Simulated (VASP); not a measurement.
Here is a VASP 6.6.1 calculation.

POSCAR

```
NbAg3
1.0
    0.0000000000      4.2196429614      0.0000000000
    4.2196429614      0.0000000000      0.0000000000
    2.1098214807      2.1098214807     -3.9487045773
Ag Nb
3 1
Direct
    0.7500000000      0.2500000000      0.5000000000
    0.2500000000      0.7500000000      0.5000000000
    0.5000000000      0.5000000000      0.0000000000
    0.0000000000      0.0000000000      0.0000000000
```

Contents of INCAR.step1:

```
ALGO = Normal
EDIFF = 1E-4
ENCUT = 520
GGA = PE
ISMEAR = -1
LASPH = T
LCHARG = F
LDAU = T
LDAUJ = 0 0
LDAUL = -1 2
LDAUTYPE = 2
LDAUU = 0 2.89
LMAXMIX = 4
LREAL = F
LWAVE = T
NBANDS = 31
NELM = 150
PREC = Accurate
SIGMA = 0.1
```

INCAR.step2

```
ALGO = Normal
EDIFF = 1E-6
ENCUT = 520
ISIF = 2
ISMEAR = -1
ISTART = 1
LASPH = T
LCHARG = T
LDAU = T
LDAUJ = 0 0
LDAUL = -1 2
LDAUPRINT = 1
LDAUTYPE = 2
LDAUU = 0 2.89
LELF = T
LMAXMIX = 4
LMIXTAU = T
LREAL = F
LVHAR = T
LWAVE = F
METAGGA = R2SCAN
NBANDS = 31
NELM = 150
PREC = Accurate
SIGMA = 0.1
```

File KPOINTS:

```
k-points
0
Gamma
  5 5 5
```

Potentials or basis: VASP PAW PBE potentials, release 64 (Ag, Nb_sv).

The run is started by

```console
$ cat potpaw_PBE.64/Ag/POTCAR potpaw_PBE.64/Nb_sv/POTCAR > POTCAR
$ cp INCAR.step1 INCAR
$ mpirun -np 1 vasp_std > vasp.out
$ cp INCAR.step2 INCAR
$ mpirun -np 1 vasp_std > vasp.out
```

Problem. Predict the band gap on the k mesh.

Solution. None (metal or under the smearing width).

Problem. Estimate the pressure.

Solution. -0.9 GPa.

Eigenvalues of the final occupation matrices:
```csv
site,spin,trace,eigenvalues
site 4 d,1,1.04,0.11 0.18 0.24 0.24 0.28
site 4 d,2,1.04,0.11 0.18 0.24 0.24 0.28
```

Caveat: the PAW data sets were made with another functional, which shifts forces and pressure a little; U without spin polarisation on a metal has little footing; the U is typed as a test and isn't derived for this compound.
